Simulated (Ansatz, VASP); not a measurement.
## BiIr in VASP and in Ansatz

Contents of POSCAR:

```
BiIr
1.0
    0.0000000000      2.8128721990      2.8128721990
    2.8128721990      0.0000000000      2.8128721990
    2.8128721990      2.8128721990      0.0000000000
Ir Bi
1 1
Direct
    0.5000000000      0.5000000000      0.5000000000
    0.0000000000      0.0000000000      0.0000000000
```

INCAR.step1

```
PREC = Accurate
ENCUT = 520
ISMEAR = 0
SIGMA = 0.05
LREAL = False
LASPH = True
NELM = 100
NBANDS = 19
GGA = PE
ALGO = Normal
EDIFF = 1E-4
LWAVE = True
LCHARG = False
```

The input INCAR.step2:

```
PREC = Accurate
ENCUT = 520
EDIFF = 1E-6
ISMEAR = 0
SIGMA = 0.05
LREAL = False
LASPH = True
NELM = 100
ALGO = Normal
ISIF = 2
LWAVE = False
LCHARG = False
METAGGA = R2SCAN
LMIXTAU = True
NBANDS = 19
ISTART = 1
```

Contents of KPOINTS:

```
regular mesh
0
Gamma
  10 10 10
```

Input for Ansatz:

```yaml
crystal:
  lattice:
    - [0.0, 2.812872199, 2.812872199]
    - [2.812872199, 0.0, 2.812872199]
    - [2.812872199, 2.812872199, 0.0]
  atoms:
    - { symbol: Ir, position: [0.5, 0.5, 0.5] }
    - { symbol: Bi, position: [0.0, 0.0, 0.0] }
basis:
  ecutwfc: 500
  ecutrho_ratio: 4
kpoints:
  mp_grid: { grid: [10, 10, 10] }
hamiltonian:
  xc: r2scan
scf:
  occupations: { method: gaussian, width: 0.05 }
output:
  forces: true
  stress: true
  eigenvalues: true
  populations: true
  write_density: true
  write_potential: true
  elf: true
  volumetric_format: npy
```

Alike in both runs: task single point; functional r2SCAN; k mesh 10 × 10 × 10; occupations gaussian, width 0.05 eV; no spin polarisation.

|  | VASP | Ansatz |
| --- | --- | --- |
| version | VASP 6.6.1 | Ansatz 0.2.0 |
| potentials or method | VASP PAW PBE potentials, release 64 (Ir, Bi_d) | scalar-relativistic, plane waves, PAW |
| plane-wave cutoff (eV) | 520 | 500 |
| valence electrons in the cell | 24 | 32 |

|  | VASP | Ansatz | Ansatz less VASP |
| --- | --- | --- | --- |
| gap on the k mesh at the Fermi level (eV) | none | none | - |
| pressure (GPa) | -3.2 | -3.6 | -0.45 |

A gap of «none» marks a metal or a gap that the smearing closes. The two sets of potentials don't hold the same shells in valence.

Caveats: the PAW data sets were made with another functional, which shifts forces and pressure a little (VASP); spin-orbit coupling is left out, which moves the levels of the heavy elements.
